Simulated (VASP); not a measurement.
OSZICAR of a VASP run on WS$_{2}$ (atoms displaced from the space group 160 structure):

File OSZICAR:
```
       N       E                     dE             d eps       ncg     rms          rms(c)
DAV:   1     0.140328737593E+03    0.14033E+03   -0.10039E+04  3904   0.103E+03
DAV:   2    -0.216524046371E+02   -0.16198E+03   -0.15911E+03  4867   0.296E+02
DAV:   3    -0.274357835763E+02   -0.57834E+01   -0.57642E+01  4906   0.576E+01
DAV:   4    -0.275092271438E+02   -0.73444E-01   -0.73332E-01  5070   0.682E+00
DAV:   5    -0.275105351478E+02   -0.13080E-02   -0.13071E-02  5004   0.875E-01    0.252E+01
DAV:   6    -0.262621640880E+02    0.12484E+01   -0.87155E+00  4440   0.203E+01    0.104E+01
DAV:   7    -0.261010018109E+02    0.16116E+00   -0.20049E+00  4372   0.821E+00    0.541E+00
DAV:   8    -0.260397077055E+02    0.61294E-01   -0.29720E-01  4423   0.386E+00    0.100E+00
DAV:   9    -0.260385124500E+02    0.11953E-02   -0.11387E-02  4961   0.773E-01    0.376E-01
DAV:  10    -0.260380282886E+02    0.48416E-03   -0.41776E-03  4437   0.504E-01    0.577E-02
DAV:  11    -0.260380057872E+02    0.22501E-04   -0.52501E-04  4006   0.169E-01    0.523E-02
DAV:  12    -0.260380061497E+02   -0.36251E-06   -0.58444E-05  4297   0.629E-02    0.158E-02
DAV:  13    -0.260380056379E+02    0.51179E-06   -0.14217E-05  4341   0.267E-02    0.647E-03
DAV:  14    -0.260380055441E+02    0.93799E-07   -0.17750E-06  2426   0.916E-03
   1 F= -.26038006E+02 E0= -.26037641E+02  d E =-.729219E-03
```

**Question.** Which electronic solver shows in the log?

**Answer.** It is blocked Davidson (ALGO = Normal, or the opening steps of other solvers). The INCAR had ALGO = Normal.

**Question.** Can the final energy be trusted as converged?

**Answer.** The calculation finished and met its thresholds. It stopped with EDIFF = 1E-6, NELM = 100 (LDA (Ceperley-Alder, Perdew-Zunger), plane waves, VASP's LDA PAW potentials (set 64)).

The structure was generated: WS2 was put into an ordered model structure, which need not be its known phase. The cell was not relaxed at this level, atoms are displaced from their ideal sites.
